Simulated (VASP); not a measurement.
# SiO2 (Stishovite): structure and properties in VASP

What structure does SiO2 (Stishovite) take at this level, and what are its properties? The steps: relaxing cell and atoms (LDA), density, ELF and potential (LDA), band structure (LDA), density of states (LDA), optical spectrum (LDA) and electric field gradients (LDA). The start is a cell from a database of measured crystal structures.

Method: LDA; plane waves and PAW (Si, O), in VASP 6.6.1.

Report form: the programs' logs are mostly left out.

### Step 1. The structure

Before any relaxation, the start is as follows. It takes space group P4_2/mnm (No. 136, tetragonal). The conventional cell has a = 4.177 Å, b = 4.177 Å, c = 2.665 Å, α = 90.00°, β = 90.00°, γ = 90.00°. Si has 6 O at 1.76 to 1.81 Å nearest. Nearest to O lie 3 Si at 1.76 to 1.81 Å. Farther neighbours and most contacts between anions are not listed.

### Step 2. Relaxing cell and atoms (LDA)

Properties are meant for the cell that this level of theory prefers, so cell and atoms are relaxed first (ISIF = 3) until forces and stress are small; EDIFFG sets the threshold. LDA, the lowest rung, knows the local density alone.

Contents of INCAR:

```
SYSTEM = SiO2
PREC = Accurate
ENCUT = 520
EDIFF = 1E-06
NELM = 100
ISMEAR = 0
SIGMA = 0.05
LREAL = .FALSE.
ALGO = Normal
GGA = CA
NBANDS = 22
LORBIT = 11
LWAVE = .FALSE.
LCHARG = .FALSE.
KPAR = 4
IBRION = 2
NSW = 60
ISIF = 3
EDIFFG = -0.01
```

Contents of POSCAR:

```
SiO2
1.0
    4.1773000000      0.0000000000      0.0000000000
    0.0000000000      4.1773000000      0.0000000000
    0.0000000000      0.0000000000      2.6652000000
Si O
2 4
Direct
    0.0000000000      0.0000000000      0.0000000000
    0.5000000000      0.5000000000      0.5000000000
    0.3059000000      0.3059000000      0.0000000000
    0.1941000000      0.8059000000      0.5000000000
    0.6941000000      0.6941000000      0.0000000000
    0.8059000000      0.1941000000      0.5000000000
```

Contents of KPOINTS:

```
Automatic mesh
0
Gamma
5 5 7
0 0 0
```

The projector-augmented-wave data sets are Si and O (LDA family, release 64).

Run with:

```
$ mpirun -np 4 vasp_std
```

It took 10 s on 4 MPI ranks of Intel Xeon Platinum 8259CL at 2.50GHz (Skylake/Cascade Lake), shared host; peak memory 0.58 GiB.

The gap is read on the k-mesh alone, so it is an upper bound where the band edges lie off the mesh. The run keeps the 16 symmetry operations of its start, so it cannot find a distortion of lower symmetry.

Step by step:

| step | energy less that of the first step (eV) | largest force (eV/Å) | pressure (GPa) | volume (Å³) |
| --- | --- | --- | --- | --- |
| 1 | 0.0000 | 0.0030 | -2.57 | 46.51 |
| 2 | 0.0006 | 0.1463 | 3.28 | 45.68 |
| 3 | -0.0036 | 0.0685 | 0.21 | 46.11 |
| 4 | -0.0045 | 0.0074 | 0.01 | 46.07 |

| conventional cell, symmetrised | before | after | change |
| --- | --- | --- | --- |
| a (Å) | 4.177 | 4.157 | -0.5 % |
| b (Å) | 4.177 | 4.157 | -0.5 % |
| c (Å) | 2.665 | 2.667 | +0.0 % |
| volume (Å³/atom) | 7.75 | 7.68 | -0.9 % |

The relaxed structure:

```xyz
6
Lattice="4.1567 0.0000 0.0000 0.0000 4.1567 0.0000 0.0000 0.0000 2.6665" Properties=species:S:1:pos:R:3 pbc="T T T"
Si    0.0000    0.0000    0.0000
Si    2.0783    2.0783    1.3333
O     1.2695    1.2695    0.0000
O     0.8088    3.3479    1.3333
O     2.8872    2.8872    0.0000
O     3.3479    0.8088    1.3333
```

A gap read on the k-mesh alone can miss the band edges.

This step gave:

```yaml
electrons: 32
bands: 22
irreducible_k_points: 24
symmetry_operations: 16
free_energy_toten: -51.9714 eV
fermi_energy: 8.493 eV
pressure: 0.01117 GPa
metallic: no
valence_top_at_k: 0, 0, 0
conduction_bottom_at_k: 0, 0, 0
least_direct_gap_at_k: 0, 0, 0
scf_cycles_over_all_ionic_steps: 29
gap_on_the_k_mesh: 5.756 eV
least_direct_gap_on_the_k_mesh: 5.756 eV
```

It ends with a largest force of 0.007 eV/Å and a pressure of 0.01 GPa. The volume lies -0.9 % from that of the database's start, which holds the thermal and zero-point expansion of its experiment.

### Step 3. Density, ELF and potential (LDA)

The relaxed cell gets a fresh self-consistent run, on a basis set for its own volume, to fix the density and to check the remaining stress.

INCAR: that of step 2 with these lines changed.

```diff
@@ -13,7 +13,5 @@
 LWAVE = .FALSE.
-LCHARG = .FALSE.
-KPAR = 4
-IBRION = 2
-NSW = 60
-ISIF = 3
-EDIFFG = -0.01
+LCHARG = .TRUE.
+ISIF = 2
+LELF = .TRUE.
+LVHAR = .TRUE.
```

Contents of POSCAR:

```
SiO2
1.0
    4.1566980657      0.0000000000      0.0000000000
    0.0000000000      4.1566980657      0.0000000000
    0.0000000000      0.0000000000      2.6665280248
Si O
2 4
Direct
    0.0000000000      0.0000000000      0.0000000000
    0.5000000000      0.5000000000      0.5000000000
    0.3054119457      0.3054119457      0.0000000000
    0.1945880543      0.8054119457      0.5000000000
    0.6945880543      0.6945880543      0.0000000000
    0.8054119457      0.1945880543      0.5000000000
```

KPOINTS is that of step 2.

Run with:

```
$ mpirun -np 4 vasp_std
```

It took 5.6 s on 4 MPI ranks; peak memory 0.44 GiB; 20 s of CPU time.

This step gave:

| Item | Value |
| --- | --- |
| SCF cycles | 12 |
| bands | 24 |
| free energy (TOTEN) | -51.9705 eV |
| Fermi energy | 8.583 eV |
| pressure | -0.004397 GPa |

Valence electrons inside each PAW sphere by angular momentum. Sphere charges, by row:

| atom | s (e) | p (e) | d (e) | tot (e) |
| --- | --- | --- | --- | --- |
| Si1 | 0.595 | 0.9 | 0 | 1.495 |
| Si2 | 0.595 | 0.9 | 0 | 1.495 |
| O3 | 1.539 | 3.682 | 0 | 5.22 |
| O4 | 1.539 | 3.682 | 0 | 5.22 |
| O5 | 1.539 | 3.682 | 0 | 5.22 |
| O6 | 1.539 | 3.682 | 0 | 5.22 |

Electrostatic potential energy in the ab plane at fractional z = 0.000, with atoms of Si and O within 0.2 Å of it. With pseudopotentials it is smooth inside the atoms' cores, unlike the true potential.

Ten even steps from '0' (-78 eV) to '9' (5 eV), each cell a mean:
```
00589999999830
23789999998863
78899999744688
99999999533489
99999998423499
99999999745799
99999999989999
99986789999999
99842379999999
99733269999999
88743489999988
46877899999875
01689999999830
00489999999720
```
Columns run along a (4.2 Å; values clipped at the 3rd and 97th percentile), rows up along b (4.2 Å). Atoms in or near the plane, at fractional coordinates: Si at (0.00, 0.00), O at (0.31, 0.31), O at (0.69, 0.69).

Valence density in the ab plane at fractional z = 0.000, with atoms of Si and O within 0.2 Å of it. It is the smooth field of the valence electrons, not physical close to the nuclei.

Ten even steps from '_' (-0.1 e/Å³) to '@' (7.8 e/Å³), each cell a mean:
```
____________________________
__________________......____
________________::==++--..__
______________..==%%%%++..__
______________..==##%%==..__
________________::====::____
________..________....______
______..::::..______________
____::++%%**::______________
____::**@@%%::..____________
____::==**++..______________
____..::::::________________
____________________________
____________________________
```
Columns run along a (4.2 Å), rows up along b (4.2 Å). Atoms in or near the plane, at fractional coordinates: Si at (0.00, 0.00), O at (0.31, 0.31), O at (0.69, 0.69).

ELF in the ab plane at fractional z = 0.000, with atoms of Si and O within 0.2 Å of it. It is the smooth field of the valence electrons, not physical close to the nuclei.

Values, 14 rows by 14 columns, each cell a mean:
```
0.05 0.09 0.16 0.15 0.08 0.04 0.03 0.12 0.34 0.45 0.49 0.51 0.38 0.15
0.11 0.15 0.19 0.15 0.06 0.03 0.10 0.39 0.72 0.78 0.80 0.80 0.71 0.38
0.18 0.16 0.15 0.10 0.05 0.04 0.24 0.66 0.84 0.80 0.78 0.85 0.80 0.51
0.14 0.10 0.08 0.06 0.03 0.04 0.32 0.71 0.79 0.56 0.51 0.78 0.80 0.49
0.08 0.04 0.04 0.03 0.04 0.06 0.26 0.63 0.73 0.52 0.56 0.80 0.78 0.45
0.04 0.03 0.06 0.12 0.16 0.12 0.16 0.41 0.71 0.73 0.79 0.84 0.72 0.34
0.03 0.12 0.42 0.59 0.62 0.49 0.23 0.17 0.41 0.63 0.71 0.66 0.39 0.12
0.07 0.36 0.74 0.82 0.79 0.73 0.51 0.23 0.16 0.26 0.32 0.24 0.10 0.03
0.16 0.55 0.84 0.79 0.56 0.63 0.73 0.49 0.12 0.06 0.04 0.04 0.03 0.04
0.21 0.59 0.83 0.70 0.36 0.56 0.79 0.62 0.16 0.04 0.03 0.05 0.06 0.08
0.26 0.61 0.85 0.81 0.70 0.79 0.82 0.59 0.12 0.03 0.06 0.10 0.15 0.15
0.22 0.57 0.83 0.85 0.83 0.84 0.74 0.42 0.06 0.04 0.08 0.15 0.19 0.16
0.08 0.29 0.57 0.61 0.59 0.55 0.36 0.12 0.03 0.04 0.10 0.16 0.15 0.09
0.03 0.08 0.22 0.26 0.21 0.16 0.07 0.03 0.04 0.08 0.14 0.18 0.11 0.05
```
Columns run along a (4.2 Å), rows up along b (4.2 Å). Atoms in or near the plane, at fractional coordinates: Si at (0.00, 0.00), O at (0.31, 0.31), O at (0.69, 0.69).

In this run the pressure is 0.00 GPa, small enough to go on.

### Step 4. Band structure (LDA)

The mesh alone shows little of the dispersion and can miss band extrema, so KPOINTS_OPT adds a path through the symmetry points after the self-consistent cycle.

Contents of INCAR:

```
SYSTEM = SiO2
PREC = Accurate
ENCUT = 520
EDIFF = 1E-06
NELM = 100
ISMEAR = 0
SIGMA = 0.05
LREAL = .FALSE.
ALGO = Normal
GGA = CA
NBANDS = 32
LORBIT = 11
LWAVE = .FALSE.
LCHARG = .FALSE.
KPAR = 4
```

POSCAR is that of step 3.

KPOINTS is that of step 3.

Contents of KPOINTS_OPT:

```
Line mode
16
Line-mode
Reciprocal
  0.00000000   0.00000000   0.00000000 GAMMA
  0.00000000   0.50000000   0.00000000 X

  0.00000000   0.50000000   0.00000000 X
  0.50000000   0.50000000   0.00000000 M

  0.50000000   0.50000000   0.00000000 M
  0.00000000   0.00000000   0.00000000 GAMMA

  0.00000000   0.00000000   0.00000000 GAMMA
  0.00000000   0.00000000   0.50000000 Z

  0.00000000   0.00000000   0.50000000 Z
  0.00000000   0.50000000   0.50000000 R

  0.00000000   0.50000000   0.50000000 R
  0.50000000   0.50000000   0.50000000 A

  0.50000000   0.50000000   0.50000000 A
  0.00000000   0.00000000   0.50000000 Z

  0.00000000   0.50000000   0.00000000 X
  0.00000000   0.50000000   0.50000000 R

  0.50000000   0.50000000   0.00000000 M
  0.50000000   0.50000000   0.50000000 A
```

Run with:

```
$ mpirun -np 4 vasp_std
```

It took 19 s on 4 MPI ranks; peak memory 0.69 GiB; 74 s of CPU time.

This step gave:

| Item | Value |
| --- | --- |
| SCF cycles | 11 |
| bands | 32 |
| Fermi energy | 8.551 eV |
| pressure | -0.005827 GPa |
| least gap on mesh and path | 5.756 eV |
| least direct gap on mesh and path | 5.756 eV |

Electronic bands along the path, in eV, zero at the valence-band top; v1 is the highest filled band, c1 the lowest empty one:

| point | v4 | v3 | v2 | v1 | c1 | c2 | c3 | c4 |
| --- | --- | --- | --- | --- | --- | --- | --- | --- |
| Γ | -2.56 | -0.91 | -0.91 | 0.00 | 5.76 | 6.41 | 8.32 | 8.32 |
| 0.47 of the way | -2.53 | -1.98 | -1.00 | -0.42 | 6.50 | 6.90 | 8.48 | 8.49 |
| X | -2.76 | -2.76 | -1.09 | -1.09 | 7.70 | 7.70 | 8.88 | 8.88 |
| 0.47 of the way | -2.99 | -2.99 | -1.46 | -1.46 | 7.49 | 7.49 | 9.33 | 9.33 |
| M | -2.78 | -2.78 | -2.35 | -2.35 | 7.36 | 7.36 | 9.90 | 9.90 |
| 0.47 of the way | -2.68 | -2.63 | -1.57 | -0.92 | 6.81 | 7.62 | 8.60 | 9.37 |
| Γ | -2.56 | -0.91 | -0.91 | 0.00 | 5.76 | 6.41 | 8.32 | 8.32 |
| 0.47 of the way | -4.28 | -1.48 | -1.48 | -0.73 | 7.41 | 9.43 | 9.87 | 10.85 |
| Z | -3.24 | -3.24 | -2.76 | -2.76 | 9.03 | 9.03 | 12.47 | 12.47 |
| 0.53 of the way | -2.86 | -2.86 | -2.28 | -2.28 | 8.90 | 8.90 | 10.68 | 10.68 |
| R | -2.34 | -2.34 | -1.82 | -1.82 | 8.68 | 8.68 | 9.85 | 9.85 |
| 0.47 of the way | -2.34 | -2.34 | -1.70 | -1.70 | 7.73 | 7.73 | 10.53 | 10.53 |
| A | -1.79 | -1.79 | -1.60 | -1.60 | 7.13 | 7.13 | 10.86 | 10.86 |
| 0.47 of the way | -2.58 | -2.47 | -2.36 | -1.84 | 7.86 | 8.28 | 10.65 | 11.46 |
| Z | -3.24 | -3.24 | -2.76 | -2.76 | 9.03 | 9.03 | 12.47 | 12.47 |
| jump to X | -2.76 | -2.76 | -1.09 | -1.09 | 7.70 | 7.70 | 8.88 | 8.88 |
| 0.47 of the way | -2.99 | -2.99 | -1.44 | -1.44 | 9.03 | 9.03 | 10.54 | 10.54 |
| R | -2.34 | -2.34 | -1.82 | -1.82 | 8.68 | 8.68 | 9.85 | 9.85 |
| jump to M | -2.78 | -2.78 | -2.35 | -2.35 | 7.36 | 7.36 | 9.90 | 9.90 |
| 0.53 of the way | -1.95 | -1.95 | -1.75 | -1.75 | 8.04 | 8.04 | 11.28 | 11.28 |
| A | -1.79 | -1.79 | -1.60 | -1.60 | 7.13 | 7.13 | 10.86 | 10.86 |

Of the projections kept (Si, O), the largest for each band there; the rest of the weight can lie on other orbitals:

| point | v4 | v3 | v2 | v1 | c1 | c2 | c3 | c4 |
| --- | --- | --- | --- | --- | --- | --- | --- | --- |
| Γ | O 0.86 | O 0.99 | O 0.99 | O 1.00 | Si 0.54 | Si 0.79 | Si 0.66 | Si 0.66 |
| X | O 0.98 | O 0.98 | O 0.99 | O 0.99 | Si 0.51 | Si 0.51 | Si 0.62 | Si 0.62 |
| M | O 0.93 | O 0.93 | O 1.00 | O 1.00 | Si 0.62 | Si 0.62 | Si 0.56 | Si 0.56 |
| Γ | O 0.86 | O 0.99 | O 0.99 | O 1.00 | Si 0.54 | Si 0.79 | Si 0.66 | Si 0.66 |
| Z | O 1.00 | O 1.00 | O 0.96 | O 0.96 | Si 0.62 | Si 0.62 | O 0.80 | O 0.80 |
| R | O 0.99 | O 0.99 | O 0.99 | O 0.99 | Si 0.56 | Si 0.56 | Si 0.70 | Si 0.70 |

The path finds the gap of the mesh within 0.02 eV, so the mesh comes close to both band edges.

### Step 5. Density of states (LDA)

Here the states are counted by energy and projected on the atoms. The mesh is finer than in the run before.

INCAR: that of step 4 with these lines changed.

```diff
@@ -5,3 +5,3 @@
 NELM = 100
-ISMEAR = 0
+ISMEAR = -5
 SIGMA = 0.05
@@ -15 +15,2 @@
 KPAR = 4
+NEDOS = 2001
```

POSCAR is that of step 4.

Contents of KPOINTS:

```
Automatic mesh
0
Gamma
7 7 11
0 0 0
```

Run with:

```
$ mpirun -np 4 vasp_std
```

It took 12 s on 4 MPI ranks; peak memory 0.7 GiB.

This step gave:

- irreducible k-points: 60
- free energy (TOTEN): -51.9706 eV
- Fermi energy: 8.280 eV
- pressure: -0.005838 GPa

The density of states has structure finer than the step of the table below, so its rows give means over 1 eV, whole bins alone (the curve runs from -12.0 to 12.4 eV). Peaks (eV: height): total -3.5: 5.27, -2.4: 4.40, -1.7: 4.52, 12.1: 3.67; O p -8.1: 1.34, -3.5: 3.66, -2.4: 3.11, -1.7: 3.34; Si s -10.1: 0.438, 8.1: 1.03; Si p -8.1: 0.360, 10.3: 0.615, 11.4: 0.642, 11.9: 0.668; O s -9.4: 0.0867, -6.0: 0.0823, 8.1: 0.307, 10.3: 0.221.

States under -12.0 eV and over 12.4 eV are left out. Table of density of states by energy, zero at the valence-band top; means over each step; values in states/eV/cell:

| energy (eV) | total | O p | Si s | Si p | O s |
| --- | --- | --- | --- | --- | --- |
| -11 | 0.285 | 0.116 | 0.0677 | 0.0104 | 0.0140 |
| -10 | 1.57 | 0.665 | 0.338 | 0.0818 | 0.0664 |
| -9 | 1.33 | 0.602 | 0.186 | 0.107 | 0.0617 |
| -8 | 1.82 | 0.892 | 0.0804 | 0.220 | 0.0576 |
| -7 | 2.07 | 1.07 | 0.0675 | 0.244 | 0.0535 |
| -6 | 2.69 | 1.49 | 0.0590 | 0.289 | 0.0679 |
| -5 | 2.44 | 1.48 | 0.0258 | 0.226 | 0.0413 |
| -4 | 3.50 | 2.33 | 0.0189 | 0.165 | 0.0343 |
| -3 | 2.60 | 1.82 | 0.00976 | 0.0624 | 0.0191 |
| -2 | 3.63 | 2.64 | 0.0142 | 0.0437 | 0.0174 |
| -1 | 1.89 | 1.45 | 0.00126 | 0.0108 | 0.0111 |
| 0 | 0.118 | 0.0945 | 3.7e-5 | 3.1e-4 | 5.5e-4 |
| 1 | 0 | 0 | 0 | 0 | 0 |
| 2 | 0 | 0 | 0 | 0 | 0 |
| 3 | 0 | 0 | 0 | 0 | 0 |
| 4 | 0 | 0 | 0 | 0 | 0 |
| 5 | 0 | 0 | 0 | 0 | 0 |
| 6 | 0.0510 | 0.00422 | 0.0204 | 6.2e-4 | 0.0144 |
| 7 | 0.607 | 0.0831 | 0.210 | 0.0154 | 0.0891 |
| 8 | 2.21 | 0.414 | 0.746 | 0.114 | 0.231 |
| 9 | 1.65 | 0.273 | 0.303 | 0.260 | 0.151 |
| 10 | 1.66 | 0.234 | 0.0990 | 0.408 | 0.152 |
| 11 | 2.46 | 0.308 | 0.0553 | 0.563 | 0.177 |

The gap on this mesh is 5.76 eV. In the top eV of the valence band the largest shares in the PAW spheres are O p 78 %; in the lowest eV of the conduction band, Si s 38 %, O s 24 % and O p 10 %. The rest lies in smaller channels or between the spheres.

### Step 6. Optical spectrum (LDA)

LOPTICS sums transitions from filled to empty bands. NBANDS is raised for it.

Contents of INCAR:

```
SYSTEM = SiO2
PREC = Accurate
ENCUT = 520
EDIFF = 1E-06
NELM = 100
ISMEAR = 0
SIGMA = 0.05
LREAL = .FALSE.
ALGO = Normal
GGA = CA
NBANDS = 64
LORBIT = 11
LWAVE = .FALSE.
LCHARG = .FALSE.
KPAR = 4
LOPTICS = .TRUE.
NEDOS = 1500
CSHIFT = 0.1
```

POSCAR is that of step 5.

KPOINTS is that of step 5.

Run with:

```
$ mpirun -np 4 vasp_std
```

It took 24 s on 4 MPI ranks; peak memory 1.2 GiB; 92 s of CPU time.

These are independent-particle spectra without excitons or local fields, and fine structure depends on the mesh and on CSHIFT.

Numbers from this step:

* SCF cycles: 12
* bands: 64
* Fermi energy: 8.456 eV
* pressure: 0.01877 GPa

The imaginary dielectric function has structure finer than the step of the table below, so its rows give means over 0.5 eV, whole bins alone (the curve runs from 0 to 25.0 eV). Peaks (eV: height): xx 12.19: 5.82, 13.88: 6.57, 14.55: 6.01, 15.52: 6.34; zz 12.37: 10.4.

The imaginary dielectric function by photon energy; means over each step:

| photon energy (eV) | xx | zz |
| --- | --- | --- |
| 0.5 | 0.00137 | 0.00146 |
| 1.0 | 0.00276 | 0.00295 |
| 1.5 | 0.00421 | 0.00448 |
| 2.0 | 0.00580 | 0.00612 |
| 2.5 | 0.00752 | 0.00792 |
| 3.0 | 0.00947 | 0.00990 |
| 3.5 | 0.0117 | 0.0121 |
| 4.0 | 0.0145 | 0.0147 |
| 4.5 | 0.0180 | 0.0177 |
| 5.0 | 0.0227 | 0.0214 |
| 5.5 | 0.0301 | 0.0261 |
| 6.0 | 0.0479 | 0.0322 |
| 6.5 | 0.147 | 0.0427 |
| 7.0 | 0.339 | 0.0561 |
| 7.5 | 0.620 | 0.122 |
| 8.0 | 0.705 | 0.262 |
| 8.5 | 0.914 | 0.603 |
| 9.0 | 1.43 | 0.931 |
| 9.5 | 2.00 | 1.71 |
| 10.0 | 2.44 | 2.03 |
| 10.5 | 2.25 | 2.85 |
| 11.0 | 2.38 | 3.39 |
| 11.5 | 3.16 | 6.16 |
| 12.0 | 4.73 | 8.26 |
| 12.5 | 5.09 | 9.52 |
| 13.0 | 5.11 | 7.99 |
| 13.5 | 4.95 | 5.96 |
| 14.0 | 5.86 | 5.56 |
| 14.5 | 5.39 | 5.50 |
| 15.0 | 5.30 | 5.20 |
| 15.5 | 6.14 | 5.11 |
| 16.0 | 5.66 | 4.60 |
| 16.5 | 4.55 | 4.36 |
| 17.0 | 4.31 | 3.98 |
| 17.5 | 3.94 | 4.08 |
| 18.0 | 3.17 | 3.53 |
| 18.5 | 2.75 | 3.08 |
| 19.0 | 2.43 | 2.57 |
| 19.5 | 2.23 | 2.41 |
| 20.0 | 2.27 | 2.00 |
| 20.5 | 1.90 | 1.78 |
| 21.0 | 1.67 | 1.49 |
| 21.5 | 1.28 | 1.23 |
| 22.0 | 1.33 | 1.16 |
| 22.5 | 1.15 | 0.937 |
| 23.0 | 1.04 | 0.842 |
| 23.5 | 1.16 | 0.663 |
| 24.0 | 1.10 | 0.490 |
| 24.5 | 1.02 | 0.507 |

The real dielectric function by photon energy:

| photon energy (eV) | xx | zz |
| --- | --- | --- |
| 0 | 3.45 | 3.67 |
| 1 | 3.46 | 3.68 |
| 2 | 3.50 | 3.73 |
| 3 | 3.58 | 3.81 |
| 4 | 3.70 | 3.93 |
| 5 | 3.88 | 4.10 |
| 6 | 4.18 | 4.37 |
| 7 | 4.69 | 4.78 |
| 8 | 4.81 | 5.52 |
| 9 | 5.68 | 6.44 |
| 10 | 5.04 | 6.94 |
| 11 | 5.47 | 7.33 |
| 12 | 6.13 | 7.10 |
| 13 | 3.69 | 0.614 |
| 14 | 2.14 | 1.33 |
| 15 | 2.24 | 0.786 |
| 16 | -0.260 | 0.101 |
| 17 | -0.665 | -0.442 |
| 18 | -1.28 | -1.34 |
| 19 | -0.939 | -1.52 |
| 20 | -0.637 | -1.26 |
| 21 | -0.893 | -1.40 |
| 22 | -0.592 | -1.08 |
| 23 | -0.276 | -0.773 |
| 24 | -0.334 | -0.488 |

The mean of ε2 over directions passes 5 % of its top at 7.34 eV, against a least direct gap of 5.76 eV on this mesh, so the first direct transitions are weak, forbidden or few.

### Step 7. Electric field gradients (LDA)

Field gradients probe how far the charge around each nucleus departs from cubic symmetry; LASPH keeps the non-spherical terms inside the spheres.

Contents of INCAR:

```
SYSTEM = SiO2
PREC = Accurate
ENCUT = 520
EDIFF = 1E-07
NELM = 100
ISMEAR = 0
SIGMA = 0.05
LREAL = .FALSE.
ALGO = Normal
GGA = CA
NBANDS = 22
LORBIT = 11
LWAVE = .FALSE.
LCHARG = .FALSE.
KPAR = 4
LEFG = .TRUE.
LASPH = .TRUE.
```

POSCAR is that of step 6.

Contents of KPOINTS:

```
Automatic mesh
0
Gamma
5 5 7
0 0 0
```

Run with:

```
$ mpirun -np 4 vasp_std
```

The job ended after 4.8 s (4 MPI ranks; peak memory 0.55 GiB).

Numbers from this step:

- SCF cycles: 13
- bands: 22
- irreducible k-points: 24
- free energy (TOTEN): -51.9704 eV
- Fermi energy: 8.494 eV
- pressure: 0.02379 GPa

Electric field gradients, by row:

| atom | Vxx (V/Å²) | Vyy (V/Å²) | Vzz (V/Å²) | asymmetry |
| --- | --- | --- | --- | --- |
| Si1 | -15.62 | -1.723 | 17.34 | 0.801 |
| Si2 | -15.62 | -1.723 | 17.34 | 0.801 |
| O3 | 60.56 | 46.09 | -106.6 | 0.136 |
| O4 | 60.56 | 46.09 | -106.6 | 0.136 |
| O5 | 60.56 | 46.09 | -106.6 | 0.136 |
| O6 | 60.56 | 46.09 | -106.6 | 0.136 |

The largest gradient, -106.64 V/Å², sits on O3 and like sites; times the quadrupole moment of a nucleus that has one, it gives the coupling that NMR and NQR see.

### Step 8. Outcome

```
relaxed volume                                             : 7.679 Å³/atom
relaxed conventional cell a, b, c                          : 4.157, 4.157, 2.667 Å
space group after relaxing, within 0.02 Å                  : P4_2/mnm (No. 136)
band gap                                                   : 5.76 eV, direct
gap among the points of the DOS mesh alone, an upper bound : 5.76 eV
strongest peak of ε2, mean over directions                 : 12.2 eV
ε1 at zero frequency, no local fields, mean                : 3.52
largest field gradient Vzz                                 : -106.64 V/Å² on O3
```

What this shows: With LDA, SiO2 (Stishovite) relaxes to 7.679 Å³/atom in space group P4_2/mnm (held by the symmetry of the run) and has a direct gap of 5.76 eV. Against the listed cell the volume lies -0.9 % (a -0.5 %, c under 0.05 %). Band structure (LDA): The path shows a direct gap of 5.76 eV (valence top at Γ, conduction bottom at Γ). Semilocal functionals usually underestimate gaps. No search among competing phases was made, and a listed structure need not be the one stable at ambient conditions. All values are for a static lattice at zero temperature.

[Lines on the potential files, build, host, timing and source positions are cut from VASP's logs without a mark.]

[Logs are printed without paths, hosts, clocks, repeated set-up lines and the standing remarks that a program may print on its own settings, such as how far it seeks lower states.]

[Hosts, paths, dates, database ids (printed as entryN), source tags and the programs' standing remarks are cut or masked in the printed files.]

[A measured line is paired with the nearest computed mode of its activity, which favours agreement.]
